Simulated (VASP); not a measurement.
Here is the system:

```xyz
3
Lattice="2.2729 -3.9367 0.0000 2.2729 3.9367 0.0000 0.0000 0.0000 6.9775" Properties=species:S:1:pos:R:3 pbc="T T T"
Pb     0.0000     0.0000     0.0000
I      2.2729     1.3123     1.8965
I      2.2729    -1.3123     5.0810
```

The numbers are results of PBE GGA with D4 dispersion, VASP's PBE PAW potentials (set 64) (plane waves; VASP), not measurements. Numerical set-up: 520 eV cut-off, 6×6×4 Γ-centred mesh, tetrahedra with Blöchl corrections, potentials Pb_d I.

Unless said otherwise, spin-orbit coupling is left out, though it shifts the bands of the heavy elements here.

Predict the energy per atom (σ→0), band gap (on the k-mesh) with the smallest direct gap where there is one.

| Property | Result |
|---|---|
| band gap (on the k-mesh) | 2.18 eV |
| smallest direct gap (on the k-mesh) | 2.18 eV |
| energy per atom (σ→0) | -3.190 eV/atom |

Only differences to runs with the same potentials and settings are physical.

The compound is PbI2 in the 1T layered structure. It was relaxed first.
